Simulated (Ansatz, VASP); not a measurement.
# CdPb2: VASP beside Ansatz

```
CELL_PARAMETERS angstrom
5.56407 0.00000 0.00000
-2.78203 4.81862 0.00000
0.00000 0.00000 3.36662
ATOMIC_POSITIONS crystal
Cd 0.00000 0.00000 0.00000
Pb 0.33333 0.66667 0.50000
Pb 0.66667 0.33333 0.50000
```

Alike in both runs: functional PBE; k mesh 6 × 6 × 6; occupations gaussian, width 0.1 eV; no spin polarisation.

Ansatz relaxed the structure, and its values are those at the end. VASP's run is a single point on that final structure, the one shown.

|  | VASP | Ansatz |
| --- | --- | --- |
| version | VASP 6.6.1 | Ansatz 0.2.0 |
| potentials or method | VASP PAW PBE potentials, release 64 (Cd, Pb_d) | scalar-relativistic, plane waves, PAW |
| plane-wave cutoff (eV) | 520 | 420 |
| valence electrons in the cell | 40 | 48 |

```tsv
	VASP	Ansatz	Ansatz less VASP
gap on the k mesh at the Fermi level (eV)	none	none	-
pressure (GPa)	-0.1	-0.1	+0.01
```

A gap of «none» marks a metal or a gap that the smearing closes. With one functional, cell and mesh, what is left measures potentials, basis and numerics. The two sets of potentials don't hold the same shells in valence.

The runs have no spin-orbit coupling, so splittings on Pb are missing.
